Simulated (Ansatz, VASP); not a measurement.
# One calculation of Rb3Sr, two programs

INCAR

```
PREC = Accurate
ENCUT = 520
EDIFF = 1E-7
ISMEAR = -1
SIGMA = 0.05
LREAL = F
LASPH = T
NELM = 60
ALGO = Normal
ISIF = 2
LWAVE = F
LCHARG = T
GGA = PE
LELF = T
LVHAR = T
NBANDS = 26
```

The input KPOINTS:

```
Automatic mesh
0
Gamma
  6 6 6
```

POSCAR

```
Rb3Sr
1.0
   -3.4117710000      3.4117710000      6.9324600000
    3.4117710000     -3.4117710000      6.9324600000
    3.4117710000      3.4117710000     -6.9324600000
Sr Rb
1 3
Direct
    0.0042460000      0.0041300000      0.0073340000
    0.4967860000      0.4913260000     -0.0091390000
    0.2603630000      0.7496880000      0.5088580000
    0.7544540000      0.2559210000      0.5115430000
```

The input input.yaml:

```yaml
crystal:
  lattice:
    - [-3.411771, 3.411771, 6.93246]
    - [3.411771, -3.411771, 6.93246]
    - [3.411771, 3.411771, -6.93246]
  atoms:
    - { symbol: Sr, position: [0.004246, 0.00413, 0.007334] }
    - { symbol: Rb, position: [0.496786, 0.491326, -0.009139] }
    - { symbol: Rb, position: [0.260363, 0.749688, 0.508858] }
    - { symbol: Rb, position: [0.754454, 0.255921, 0.511543] }
hamiltonian:
  xc: pbe
  pseudopotentials: { kind: paw }
kpoints:
  mp_grid: { grid: [6, 6, 6] }
scf:
  occupations: { method: fermi_dirac, width: 0.05 }
output:
  forces: true
  stress: true
  eigenvalues: true
  write_density: true
  write_potential: true
  elf: true
  volumetric_format: npy
```

Change from the starting cell: atoms moved at random, drawn with an rms of 0.05 Å.

Alike in both runs: task single point; functional PBE; k mesh 6 × 6 × 6; occupations fermi-dirac, width 0.05 eV; no spin polarisation.

|  | VASP | Ansatz |
| --- | --- | --- |
| version | VASP 6.6.1 | Ansatz 0.2.0 |
| potentials or method | VASP PAW PBE potentials, release 64 (Sr_sv, Rb_sv) | Ansatz PAW |
| plane-wave cutoff (eV) | 520 | 420 |
| valence electrons in the cell | 37 | 37 |

|  | VASP | Ansatz | Ansatz less VASP |
| --- | --- | --- | --- |
| gap on the k mesh at the Fermi level (eV) | none | none | - |
| pressure (GPa) | 0.0 | 0.0 | 0.00 |
| rms of the force components (eV/Å) | 0.019 | 0.019 | 0.0000 |

Atom by atom the forces differ by 0.000 eV/Å (rms over components). A gap of «none» marks a metal or a gap that the smearing closes. With one functional, cell and mesh, what is left measures potentials, basis and numerics.
